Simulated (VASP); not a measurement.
Tm (hcp): the bulk modulus from VASP (plane waves, PAW) at several levels of theory. Static lattice, third-order Birch-Murnaghan fit over five volumes. The 4f electrons are frozen in the core of the lanthanide potential, so 4f levels, which can set the real gap, and their magnetism are missing. The measured value holds thermal and zero-point effects that the static calculation lacks.

| level | bulk modulus (GPa) | error against measurement |
|---|---|---|
| PW91 | 46.0 | +3.3 % |
| optB86b-vdW | 47.6 | +7.1 % |
| TPSS | 46.7 | +5.0 % |

Measured: 44.5 GPa (as given by Wikipedia, Thulium (infobox)).

The cell of the PW91 run:

```
Tm
1.0
    1.77787    -3.07936     0.00000
    1.77787     3.07936     0.00000
    0.00000     0.00000     5.52453
Tm
2
Direct
  0.33333   0.66667   0.25000
  0.66667   0.33333   0.75000
```

Only levels that ran to the end are used. Left out are those held back, those with too coarse a band path, GW runs whose mesh misses a band edge, hybrids' fits of cells that aren't cubic and levels without matching references; a question may draw on a part of the rest.

The compound is Tm in the hcp structure.
